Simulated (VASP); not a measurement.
# B2C (I4_1/amd) in VASP: density of states with PBE

Aim: the density of states of B2C with PBE.

Everything below comes from runs of VASP 6.6.1. Logs are shortened: lines on timing, memory, paths and dates and some standing lists are left out, and cuts for length are marked.

**1. The structure**

The structure is tetragonal, space group I4_1/amd (No. 141). Conventional cell: a = 2.739 Å, b = 2.739 Å, c = 11.774 Å, α = 90.00°, β = 90.00°, γ = 90.00°. B (site symmetry 2mm) is surrounded by 2 C at 1.57 Å. C (site symmetry -4m2) is surrounded by 4 B at 1.57 Å.

The cell was built by a generator and needn't be a form met in nature.

**2. Density of states, PBE**

Input file POSCAR:

```
B2C
1.0
   -1.3694700000      1.3694700000      5.8872300000
    1.3694700000     -1.3694700000      5.8872300000
    1.3694700000      1.3694700000     -5.8872300000
B C
4 2
Direct
    0.4350880000      0.9350880000      0.5000000000
    0.0649120000      0.5649120000      0.5000000000
    0.3149120000      0.3149120000      0.0000000000
    0.6850880000      0.6850880000      0.0000000000
    0.0000000000      0.0000000000      0.0000000000
    0.7500000000      0.2500000000      0.5000000000
```

Input file INCAR.step1:

```
SYSTEM = B2C
PREC     = Accurate       ! precision mode
ENCUT    = 520            ! plane-wave cutoff, eV
EDIFF    = 1E-6           ! SCF threshold, eV
ISMEAR   = 0              ! smearing method
SIGMA    = 0.1            ! smearing width, eV
LREAL    = .FALSE.        ! projectors in reciprocal space
LASPH    = .TRUE.         ! aspherical terms in the spheres
NELM     = 100            ! most SCF steps
ALGO     = Normal         ! electronic algorithm
ISIF     = 2              ! what is computed and relaxed
LWAVE    = .FALSE.        ! write WAVECAR
LCHARG   = .TRUE.         ! write CHGCAR
GGA      = PE             ! functional
NBANDS   = 19             ! bands
KPAR     = 4
```

Input file KPOINTS.step1:

```
regular mesh
0
G
  16 16 16
  0 0 0
```

Input file INCAR.step2:

```
SYSTEM = B2C
PREC     = Accurate       ! precision mode
ENCUT    = 520            ! plane-wave cutoff, eV
EDIFF    = 1E-6           ! SCF threshold, eV
ISMEAR   = -5             ! smearing method
SIGMA    = 0.1            ! smearing width, eV
LREAL    = .FALSE.        ! projectors in reciprocal space
LASPH    = .TRUE.         ! aspherical terms in the spheres
NELM     = 100            ! most SCF steps
ALGO     = Normal         ! electronic algorithm
ISIF     = 2              ! what is computed and relaxed
LWAVE    = .FALSE.        ! write WAVECAR
LCHARG   = .FALSE.        ! write CHGCAR
GGA      = PE             ! functional
LORBIT   = 10             ! projections on sites
NBANDS   = 19             ! bands
KPAR     = 4            
NEDOS    = 1001           ! points of the DOS
ICHARG   = 11             ! starting density
```

Input file KPOINTS.step2:

```
regular mesh
0
G
  24 24 24
  0 0 0
```

Potentials or basis: VASP PAW PBE potentials, release 64 (B, C).

Run with:

```console
cat potpaw_PBE.64/B/POTCAR potpaw_PBE.64/C/POTCAR > POTCAR
cp INCAR.step1 INCAR
cp KPOINTS.step1 KPOINTS
mpirun -np 4 vasp_std > vasp.out
cp INCAR.step2 INCAR
cp KPOINTS.step2 KPOINTS
mpirun -np 4 vasp_std > vasp.out
```

OUTCAR:

```text
SYSTEM = B2C
   PREC = Accurate
   ENCUT = 520
   EDIFF = 1E-6
   ISMEAR = -5
   LREAL = .FALSE.
   LASPH = .TRUE.
   NELM = 100
   ISIF = 2
   GGA = PE
   LORBIT = 10
   ICHARG = 11

 ion  position               nearest neighbor table
   1  0.435  0.935  0.500-   5 1.57   5 1.57   3 1.97   3 1.97
   2  0.065  0.565  0.500-   5 1.57   5 1.57   4 1.97   4 1.97
   3  0.315  0.315  0.000-   6 1.57   6 1.57   1 1.97   1 1.97
   4  0.685  0.685  0.000-   6 1.57   6 1.57   2 1.97   2 1.97
   5  0.000  0.000  0.000-   2 1.57   1 1.57   2 1.57   1 1.57
   6  0.750  0.250  0.500-   3 1.57   4 1.57   3 1.57   4 1.57

  LATTYP: Found a body centered tetragonal cell.
 ALAT       =     2.7389400000
 C/A-ratio  =     4.2989112576

  Lattice vectors:

 A1 = (  -1.3694700000,   1.3694700000,   5.8872300000)
 A2 = (   1.3694700000,  -1.3694700000,   5.8872300000)
 A3 = (   1.3694700000,   1.3694700000,  -5.8872300000)

Analysis of symmetry for initial positions (statically):
=====================================================================
 Subroutine PRICEL returns:
 Original cell was already a primitive cell.

 Routine SETGRP: Setting up the symmetry group for a
 body centered tetragonal supercell.

 Subroutine GETGRP returns: Found 16 space group operations
 (whereof  8 operations were pure point group operations)
 out of a pool of 16 trial point group operations.

The static configuration has the point symmetry D_2d.
 The point group associated with its full space group is D_4h.

Analysis of symmetry for dynamics (positions and initial velocities):
=====================================================================
 Subroutine PRICEL returns:
 Original cell was already a primitive cell.

 Routine SETGRP: Setting up the symmetry group for a
 body centered tetragonal supercell.

 Subroutine GETGRP returns: Found 16 space group operations
 (whereof  8 operations were pure point group operations)
 out of a pool of 16 trial point group operations.

The dynamic configuration has the point symmetry D_2d.
 The point group associated with its full space group is D_4h.

 Subroutine INISYM returns: Found 16 space group operations
 (whereof  8 operations are pure point group operations),
 and found     1 'primitive' translations

----------------------------------------------------------------------------------------

                                     Primitive cell

[... 115 lines left out ...]
   ISMEAR =    -5;   SIGMA  =   0.10  broadening in eV -4-tet -1-fermi 0-gaus
   EFERMI_NEDOS =   21; number of points for ismear=-14 and -15
   IALGO  =     38    algorithm
   IMIX   =      4    mixing-type and parameters
     AMIX     =   0.40;   BMIX     =  1.00
     AMIX_MAG =   1.60;   BMIX_MAG =  1.00
  volume/ion in A,a.u.               =       7.36        49.67
  Fermi-wavevector in a.u.,A,eV,Ry     =   1.257167  2.375700 21.503569  1.580468
  Thomas-Fermi vector in A             =   2.390839
   LORBIT       =     10    0 simple, 1 ext, 2 COOP (PROOUT), +10 PAW based schemes
   GGA     = PE    functional components
   LHFCALC =     F    Hartree Fock is set to
   AEXX    =    0.0000 exact exchange contribution
   IVDW    =     0    specifies the selected vdW correction
   LEPSILON=     F    determine dielectric tensor
   LRPA    =     F    only Hartree local field effects (RPA)
 non-spin polarized calculation
 Fermi weights with tetrahedron method with Bloechl corrections
  energy-cutoff  :      520.00
  volume of cell :       44.16
 maximum number of plane-waves:      1204
 NGX is ok and might be reduce to    48

 number of electron      20.0000000 magnetization

 Free energy of the ion-electron system (eV)
  ---------------------------------------------------
  ext. energy  EPLUGINS =         0.00000000
  ---------------------------------------------------
  free energy    TOTEN  =       -43.28225487 eV

  energy without entropy =      -43.28225487  energy(sigma->0) =      -43.28225487

 E-fermi :   5.4549     XC(G=0): -11.7230

 val. band max:        5.4834908280   @ k =  -0.3750  -0.3750   0.2500
 cond. band min:       5.4266989391   @ k =  -0.4583  -0.4583   0.2917
 fundamental gap:     -0.0567918889
 Fermi energy:         5.4549079820

 k-point     1 :       0.0000    0.0000    0.0000
  band No.  band energies     occupation
      1     -10.5200      2.00000
      2      -8.7294      2.00000
      3      -4.6624      2.00000
      4       2.1175      2.00000
      5       2.2136      2.00000
      6       2.2136      2.00000
[... 505 lines left out ...]
      6       0.4807      2.00000
[... 11 lines left out ...]
     18      16.9263      0.00000
     19      17.1797      0.00000

 [... further k-points ...]

------------------------ aborting loop because EDIFF is reached ----------------------------------------

  FORCE on cell =-STRESS in cart. coord.  units (eV):
  Direction    XX          YY          ZZ          XY          YZ          ZX
  --------------------------------------------------------------------------------------
  -------------------------------------------------------------------------------------
  Total        0.0022654      0.0022654      0.0282424      0.0000000      0.0000000      0.0000000
  in kB        0.0821838      0.0821838      1.0245564      0.0000000      0.0000000      0.0000000
  external PRESSURE =       0.3963080 kB  Pullay stress =       0.0000000 kB

 VOLUME and BASIS-vectors are now :
 -----------------------------------------------------------------------------
  energy-cutoff  :      520.00
  volume of cell :       44.16
      direct lattice vectors                 reciprocal lattice vectors
    -1.369470000  1.369470000  5.887230000     0.000000000  0.365104749  0.084929585
     1.369470000 -1.369470000  5.887230000     0.365104749  0.000000000  0.084929585
     1.369470000  1.369470000 -5.887230000     0.365104749  0.365104749  0.000000000

 POSITION                                       TOTAL-FORCE (eV/Angst)
 -----------------------------------------------------------------------------------
      1.36947     -0.00000      5.12293         0.000000      0.000000      0.007728
      1.36947      0.00000      0.76430         0.000000      0.000000     -0.007728
      0.00000      0.00000      3.70792        -0.000000     -0.000000     -0.007728
      0.00000      0.00000      8.06654        -0.000000     -0.000000      0.007728
      0.00000      0.00000      0.00000         0.000000      0.000000     -0.000000
     -0.00000      1.36947      2.94361         0.000000      0.000000      0.000000
 -----------------------------------------------------------------------------------
    total drift:                               -0.000000     -0.000000     -0.000000

  FREE ENERGIE OF THE ION-ELECTRON SYSTEM (eV)
  ---------------------------------------------------
  free  energy   TOTEN  =       -43.2822548668 eV

  energy  without entropy=      -43.2822548668  energy(sigma->0) =      -43.28225487

 total charge

# of ion       s       p       d       tot
------------------------------------------
    1        0.730   1.178   0.000   1.909
    2        0.730   1.178   0.000   1.909
    3        0.730   1.178   0.000   1.909
    4        0.730   1.178   0.000   1.909
    5        0.862   1.769   0.000   2.630
    6        0.862   1.769   0.000   2.630
--------------------------------------------------
tot          4.645   8.251   0.000  12.897
```

OUTCAR.step1:

```text
SYSTEM = B2C
   PREC = Accurate
   ENCUT = 520
   EDIFF = 1E-6
   ISMEAR = 0
   LREAL = .FALSE.
   LASPH = .TRUE.
   NELM = 100
[... 768 lines left out ...]
      0.00000      0.00000      8.06654         0.000000     -0.000000      0.003282
      0.00000      0.00000      0.00000        -0.000000     -0.000000      0.000000
     -0.00000      1.36947      2.94361        -0.000000     -0.000000     -0.000000
 -----------------------------------------------------------------------------------
    total drift:                               -0.000000     -0.000000     -0.000000

  FREE ENERGIE OF THE ION-ELECTRON SYSTEM (eV)
  ---------------------------------------------------
  free  energy   TOTEN  =       -43.2865442186 eV

  energy  without entropy=      -43.2801135503  energy(sigma->0) =      -43.28332888
```

Wall time 7.6 min (4 MPI ranks of AMD EPYC 9R45 (Zen 5), shared host); peak memory 0.81 GiB.

Results:

```yaml
Valence_electrons_inside_the_program's_atomic_spheres: B 1.91; C 2.63
```

States per cell in windows of 1 eV (zero at the Fermi level; states under -8 eV left out):
```tsv
from (eV)	total	C5_p	C6_p	B1_p	B2_p	B3_p	B4_p
-8.0	1.48	0.12	0.12	0.07	0.07	0.07	0.07
-7.0	1.49	0.15	0.15	0.06	0.06	0.06	0.06
-6.0	1.60	0.18	0.18	0.09	0.09	0.09	0.09
-5.0	1.81	0.23	0.23	0.11	0.11	0.11	0.11
-4.0	2.58	0.35	0.35	0.20	0.20	0.20	0.20
-3.0	2.43	0.34	0.34	0.21	0.21	0.21	0.21
-2.0	1.38	0.14	0.14	0.14	0.14	0.14	0.14
-1.0	1.29	0.10	0.10	0.14	0.14	0.14	0.14
0.0	1.26	0.11	0.11	0.14	0.14	0.14	0.14
1.0	0.90	0.06	0.06	0.11	0.11	0.11	0.11
2.0	0.75	0.04	0.04	0.10	0.10	0.10	0.10
3.0	0.89	0.02	0.02	0.13	0.13	0.13	0.13
4.0	0.20	0.00	0.00	0.03	0.03	0.03	0.03
5.0	0.44	0.00	0.00	0.04	0.04	0.04	0.04
6.0	0.75	0.01	0.01	0.06	0.06	0.06	0.06
7.0	1.50	0.02	0.02	0.13	0.13	0.13	0.13
```

Caveat: tetrahedron occupations give inexact forces and stress in metals.
